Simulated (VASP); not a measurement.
VASP runs on SnTe (rock salt) share one base input (PBE GGA, plane waves, VASP's PBE PAW potentials (set 64)) and change the settings named in each case.

### INCAR
```
! general
SYSTEM  = SnTe
PREC    = Accurate
ENCUT   = 400
LREAL   = .FALSE.
LASPH   = .TRUE.

! electronic loop
EDIFF   = 1E-6
NELM    = 100
ALGO    = Normal
LMAXMIX = 4

! smearing
ISMEAR  = 0
SIGMA   = 0.05

! functional
GGA     = PE

! ions
ISIF    = 2

! output
LWAVE   = .FALSE.
LCHARG  = .FALSE.
```

File POSCAR:
```
SnTe
1.0
  0.0000000000   3.2232000000   3.2232000000
  3.2232000000   0.0000000000   3.2232000000
  3.2232000000   3.2232000000   0.0000000000
Sn Te
1 1
Cart
  0.0000000000   0.0000000000   0.0000000000
  3.2232000000   3.2232000000   3.2232000000
```

KPOINTS:
```
Regular mesh
0
gamma
  7 7 7
0 0 0
```

POTCAR, in this order: Sn_d Te (PBE.64 set). Program: vasp_std.

```
change                                                   E(σ→0) (eV/atom)  irreducible k-points
-------------------------------------------------------  ----------------  --------------------
base run                                                          -3.7829                    20
KGAMMA = .FALSE., KSPACING = 0.25, KPOINTS file removed           -3.7829                    20
KGAMMA = .TRUE., KSPACING = 0.4, KPOINTS file removed             -3.7832                    10
KGAMMA = .TRUE., KSPACING = 0.2, KPOINTS file removed                 ___                    35
KGAMMA = .TRUE., KSPACING = 0.35, KPOINTS file removed            -3.7832                    10
KGAMMA = .TRUE., KSPACING = 0.6, KPOINTS file removed             -3.8253                     4
```

Q: Complete the blanks.

A: 
- KGAMMA = .TRUE., KSPACING = 0.2, KPOINTS file removed, E(σ→0) (eV/atom): -3.7820

Unless said otherwise, spin-orbit coupling is left out, though it shifts the bands of the heavy elements here.

Left out are runs that ran out of time, are held back, or changed the cell or the kind of run, fixed moments of cells without a moment, rows past the twelfth, gaps on odd meshes, pressures of charged cells and columns that move by less than the noise.

The compound is SnTe in the rock salt structure, which distorts at low temperature. The cell was not relaxed at this level.
